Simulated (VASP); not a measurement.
VASP ran on this input.

### KPOINTS
```
Automatic mesh
0
Gamma
6 6 4
0 0 0
```

### POSCAR
```
Be
1
    2.2647800000     0.0000000000     0.0000000000
   -1.1323900000     1.9613570000     0.0000000000
    0.0000000000     0.0000000000     3.5741000000
Be
2
Direct
  0.3333330000   0.6666670000   0.7500000000
  0.6666670000   0.3333330000   0.2500000000
```

INCAR:
```
ALGO  =  Normal
EDIFF  =  1E-6
ENCUT  =  300
GGA  =  PE
ISIF  =  2
ISMEAR  =  -1
LASPH  =  T
LCHARG  =  F
LREAL  =  F
LWAVE  =  F
NELM  =  100
PREC  =  Accurate
SIGMA  =  0.1
SYSTEM  =  Be
```

POTCAR, in this order: Be (PBE.64 set). Program: vasp_std.

**Question.** Translate this PBE calculation to Ansatz.

**Answer.** One equivalent input (not run):
Ansatz 0.2 input:
```yaml
crystal:
  lattice:
    - [2.2647800, 0.0000000, 0.0000000]
    - [-1.1323900, 1.9613570, 0.0000000]
    - [0.0000000, 0.0000000, 3.5741000]
  atoms:
    - { symbol: Be, position: [0.3333330, 0.6666670, 0.7500000] }
    - { symbol: Be, position: [0.6666670, 0.3333330, 0.2500000] }
kpoints:
  mp_grid: { grid: [6, 6, 4] }
hamiltonian:
  xc: pbe
  pseudopotentials: { kind: paw }
scf:
  occupations: { method: fermi_dirac, width: 0.1 }
  max_iter: 100
output: { forces: true, stress: true, eigenvalues: true }
```
Limits of the translation: each code has its own PAW files, so the cut-off isn't converted (ENCUT is set for VASP's; basis.ecutwfc is left out, and Ansatz then takes the one that its files recommend); Ansatz stops its SCF on the density residual and VASP on the energy change (EDIFF).

The structure comes from a computed database's Be entry; how it stands against other phases isn't given here. The cell was not relaxed at this level. The k-mesh is coarse (spacing up to 0.53 per Å, 2π included), so the numbers may not be converged in it. The run is one of a series of settings (KPOINTS 6×6×4 Γ-centred mesh against the base run), some of them coarse on purpose.
